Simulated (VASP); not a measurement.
Level of theory: PBE GGA, VASP's PBE PAW potentials (set 64) (plane waves; VASP).

VASP ran on this input.

### KPOINTS
```
Automatic mesh
0
Gamma
 9 9 9
```

**INCAR**
```
SYSTEM = TiB
PREC = Accurate
ENCUT = 400
EDIFF = 1E-6
NELM = 100
ALGO = Normal
LREAL = .FALSE.
LASPH = .TRUE.
ISMEAR = 0
SIGMA = 0.05
GGA = PE
LMAXMIX = 4
LWAVE = .FALSE.
LCHARG = .FALSE.
ISIF = 2
```

POSCAR:
```
TiB
1
   -1.4587230000     1.4587230000     4.9385190000
    1.4587230000    -1.4587230000     4.9385190000
    1.4587230000     1.4587230000    -4.9385190000
Ti B
2 2
Direct
  0.7463340000   0.7555630000  -0.0037200000
  0.5002770000  -0.0013150000   0.4995020000
  0.1670700000   0.1499330000  -0.0043950000
  0.9183190000   0.4278200000   0.5086130000
```

POTCAR, in this order: Ti_sv B (PBE.64 set). Program: vasp_std.

The run wrote:

### OSZICAR
```
       N       E                     dE             d eps       ncg     rms          rms(c)
DAV:   1     0.285406161224E+03    0.28541E+03   -0.13623E+04 13878   0.162E+03
DAV:   2     0.325522131065E+01   -0.28215E+03   -0.27675E+03 13990   0.473E+02
DAV:   3    -0.325303179572E+02   -0.35786E+02   -0.34601E+02 26034   0.139E+02
DAV:   4    -0.343639586331E+02   -0.18336E+01   -0.18225E+01 16400   0.322E+01
DAV:   5    -0.344588128540E+02   -0.94854E-01   -0.94821E-01 21044   0.625E+00    0.227E+01
DAV:   6    -0.275079753497E+02    0.69508E+01   -0.60182E+01 17964   0.681E+01    0.623E+00
DAV:   7    -0.275924537319E+02   -0.84478E-01   -0.10326E+01 18605   0.277E+01    0.630E+00
DAV:   8    -0.272536093077E+02    0.33884E+00   -0.21122E+00 18185   0.119E+01    0.426E+00
DAV:   9    -0.273015528766E+02   -0.47944E-01   -0.34841E-01 18910   0.516E+00    0.949E-01
DAV:  10    -0.272937446669E+02    0.78082E-02   -0.10883E-01 18122   0.327E+00    0.230E-01
DAV:  11    -0.272940233147E+02   -0.27865E-03   -0.40620E-03 21496   0.668E-01    0.103E-01
DAV:  12    -0.272940345342E+02   -0.11219E-04   -0.55907E-04 20478   0.192E-01    0.529E-02
DAV:  13    -0.272940431645E+02   -0.86304E-05   -0.12718E-04 18616   0.146E-01    0.114E-02
DAV:  14    -0.272940407572E+02    0.24073E-05   -0.21349E-05 19475   0.414E-02    0.486E-03
DAV:  15    -0.272940407507E+02    0.65161E-08   -0.13814E-06  9660   0.138E-02
   1 F= -.27294041E+02 E0= -.27291376E+02  d E =-.533037E-02
```

File OUTCAR:
```
------------------------ aborting loop because EDIFF is reached ----------------------------------------
  FORCE on cell =-STRESS in cart. coord.  units (eV):
  Direction    XX          YY          ZZ          XY          YZ          ZX
  --------------------------------------------------------------------------------------
  Total        7.4975763      9.0339282      9.0380674     -0.0404052     -0.0764661     -0.3497458
  in kB      285.7782001    344.3379052    344.4956754     -1.5400874     -2.9145894    -13.3309387
  external PRESSURE =     324.8705936 kB  Pullay stress =       0.0000000 kB
  volume of cell :       42.03
      direct lattice vectors                 reciprocal lattice vectors
    -1.458723000  1.458723000  4.938519000     0.000000000  0.342765556  0.101244928
     1.458723000 -1.458723000  4.938519000     0.342765556  0.000000000  0.101244928
     1.458723000  1.458723000 -4.938519000     0.342765556  0.342765556  0.000000000
 POSITION                                       TOTAL-FORCE (eV/Angst)
 -----------------------------------------------------------------------------------
      1.46676      1.43983      2.49700        -0.075043      0.238441     -0.480547
      1.45567      0.00160      4.93585         0.374787      0.073569     -0.852531
      1.42731      1.47731     -3.35129        -0.035699     -0.378784      0.700580
      0.02642      1.45743      4.13614        -0.264045      0.066774      0.632498
 -----------------------------------------------------------------------------------
    total drift:                               -0.000060     -0.000022     -0.000244
  FREE ENERGIE OF THE ION-ELECTRON SYSTEM (eV)
  ---------------------------------------------------
  free  energy   TOTEN  =       -27.2940407507 eV

  energy  without entropy=      -27.2887103775  energy(sigma->0) =      -27.29137556
```
(Selected blocks of OUTCAR.)

**OUTCAR**
```
 val. band max:        8.8569071073   @ k =  -0.1111  -0.3333   0.1111

 cond. band min:       8.8592799111   @ k =  -0.0000   0.4444   0.4444


 Fermi energy:         8.8572026862

 k-point     1 :       0.0000    0.0000    0.0000
  band No.  band energies     occupation
      1     -47.2054      2.00000
      2     -46.9851      2.00000
      3     -23.8691      2.00000
      4     -23.3134      2.00000
      5     -23.2523      2.00000
      6     -23.1951      2.00000
      7     -23.1543      2.00000
      8     -23.0319      2.00000
      9      -1.1208      2.00000
     10       2.9961      2.00000
     11       4.5102      2.00000
     12       7.7517      2.00000
     13       8.3549      2.00000
     14       9.0164      0.00001
     15       9.1064      0.00000
     16       9.1307      0.00000
     17       9.7542      0.00000
     18       9.8521      0.00000
     19      11.8270      0.00000

 k-point     2 :       0.1111   -0.0000    0.0000
  band No.  band energies     occupation
      1     -47.1991      2.00000
      2     -46.9810      2.00000
      3     -23.8507      2.00000
      4     -23.3665      2.00000
      5     -23.2490      2.00000
      6     -23.2025      2.00000
      7     -23.1479      2.00000
      8     -23.0771      2.00000
      9      -0.8739      2.00000
     10       3.0370      2.00000
     11       4.6370      2.00000
     12       7.5712      2.00000
     13       8.3071      2.00000
     14       8.8304      1.55103
     15       8.9683      0.00167
     16       9.1757      0.00000
     17       9.8315      0.00000
     18       9.9160      0.00000
     19      11.6374      0.00000

 k-point     3 :      -0.0000    0.1111    0.0000
  band No.  band energies     occupation
      1     -47.1991      2.00000
      2     -46.9810      2.00000
      3     -23.8509      2.00000
      4     -23.3110      2.00000
      5     -23.3090      2.00000
      6     -23.2161      2.00000
      7     -23.1798      2.00000
...
```

At this cut-off the stress carries a Pulay error, which pulls relaxed volumes low.

The structure was generated: TiB was put into an ordered model structure, which need not be its known phase. The cell was not relaxed at this level, atoms are displaced from their ideal sites. The k-mesh is coarse (spacing up to 0.34 per Å, 2π included), so the numbers may not be converged in it.
